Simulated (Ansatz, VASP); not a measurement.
## BPd4: VASP beside Ansatz

The input INCAR:

```
  PREC = Accurate
  ENCUT = 600
  EDIFF = 1E-6
  ISMEAR = 0
  SIGMA = 0.1
  LREAL = F
  LASPH = T
  NELM = 60
  ALGO = Normal
  ISIF = 3
  LWAVE = F
  LCHARG = F
  GGA = PE
  IBRION = 2
  NSW = 90
  EDIFFG = -0.04
```

File KPOINTS:

```
Automatic mesh
0
Gamma
  4 4 4
```

POSCAR

```
BPd4
1.0
    4.2149094500      0.0000000000      0.0000000000
    0.0000000000      4.2149094500      0.0000000000
    0.0000000000      0.0000000000      4.2149094500
B Pd
1 4
Direct
    0.5000000000      0.5000000000      0.5000000000
    0.2159019000      0.2159019000      0.2159019000
    0.7840981000      0.7840981000      0.2159019000
    0.7840981000      0.2159019000      0.7840981000
    0.2159019000      0.7840981000      0.7840981000
```

Input for Ansatz:

```yaml
crystal:
  lattice:
    - [4.21490945, 0.0, 0.0]
    - [0.0, 4.21490945, 0.0]
    - [0.0, 0.0, 4.21490945]
  atoms:
    - { symbol: B, position: [0.5, 0.5, 0.5] }
    - { symbol: Pd, position: [0.2159019, 0.2159019, 0.2159019] }
    - { symbol: Pd, position: [0.7840981, 0.7840981, 0.2159019] }
    - { symbol: Pd, position: [0.7840981, 0.2159019, 0.7840981] }
    - { symbol: Pd, position: [0.2159019, 0.7840981, 0.7840981] }
basis:
  ecutwfc: 420
kpoints:
  mp_grid: { grid: [4, 4, 4] }
hamiltonian:
  xc: pbe
scf:
  occupations: { method: gaussian, width: 0.1 }
  lower_state_search: "off"
output:
  forces: true
  stress: true
  eigenvalues: true
relax:
  adjacent_minimum: "off"
  f_tol: 0.04
  max_steps: 70
  cell: { stress_tol: 0.4 }
```

Alike in both runs: task relaxation of cell and atoms; functional PBE; k mesh 4 × 4 × 4; occupations gaussian, width 0.1 eV; no spin polarisation.

|  | VASP | Ansatz |
| --- | --- | --- |
| version | VASP 6.6.1 | Ansatz 0.2.0 |
| potentials or method | VASP PAW PBE potentials, release 64 (B, Pd) | scalar-relativistic, plane waves, PAW |
| plane-wave cutoff (eV) | 600 | 420 |
| valence electrons in the cell | 43 | 75 |

Ansatz gave:

```
gap on the k mesh at the Fermi level, each at its own relaxed structure (eV) : none
relaxed volume (Å³/atom)                                                     : 14.83
relaxed cell length with the largest relative difference (Å)                 : 4.201
energy change over the relaxation (meV/atom)                                 : -190
```

Task: Which values does VASP return?

Result: gap on the k mesh at the Fermi level, each at its own relaxed structure (eV): none; relaxed volume (Å³/atom): 14.84; relaxed cell length with the largest relative difference (Å): 4.202; energy change over the relaxation (meV/atom): -183.

A gap of «none» marks a metal or a gap that the smearing closes. The two sets of potentials don't hold the same shells in valence.

Caveats: the k mesh is coarse (spacing up to 0.37 Å⁻¹), so the values aren't converged.
